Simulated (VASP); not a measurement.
Set up this calculation in VASP 6.6.1, as the native input.

```
Task                   : single point
Functional             : PBE
Potentials or basis    : VASP PAW PBE potentials, release 64 (Br, Se, Li_sv)
Cutoff                 : 520 eV
k mesh                 : 4 × 4 × 4
Occupations            : gaussian, width 0.05 eV
Spin                   : no spin polarisation
Dipole correction      : no
Further INCAR settings : ALGO = Fast; EDIFF = 1e-07; NBANDS = 19
```

The structure of Li3SeBr lies in POSCAR:

```
Li3SeBr
1.0
    5.4157924991      0.0000000000      0.0000000000
    0.0000000000      5.4157924991      0.0000000000
    0.0000000000      0.0000000000      5.4157924991
Br Se Li
1 1 3
Direct
    0.0000000000      0.0000000000      0.0000000000
    0.5000000000      0.5000000000      0.5000000000
    0.5000000000      0.5000000000      0.0000000000
    0.5000000000      0.0000000000      0.5000000000
    0.0000000000      0.5000000000      0.5000000000
```

The cell comes from a database or a generator and needn't be the stable form of this composition.

One way to write it, as run:

INCAR

```
PREC = Accurate
ENCUT = 520
EDIFF = 1E-7
ISMEAR = 0
SIGMA = 0.05
LREAL = F
LASPH = T
NELM = 80
ALGO = Fast
ISIF = 2
LWAVE = F
LCHARG = F
GGA = PE
NBANDS = 19
```

KPOINTS

```
regular mesh
0
Gamma
  4 4 4
```

Potentials or basis: VASP PAW PBE potentials, release 64 (Br, Se, Li_sv).

Launch:

```console
$ cat potpaw_PBE.64/Br/POTCAR potpaw_PBE.64/Se/POTCAR potpaw_PBE.64/Li_sv/POTCAR > POTCAR
$ mpirun -np 1 vasp_std > vasp.out
```

It gave:

```
Band gap on the k mesh : 2.67 eV, indirect (least direct gap 2.81 eV)
```

Run time: 70 s on 1 thread of Intel(R) Xeon(R) Platinum 8559C (Emerald Rapids), with other jobs on the host, peak memory 0.24 GiB.
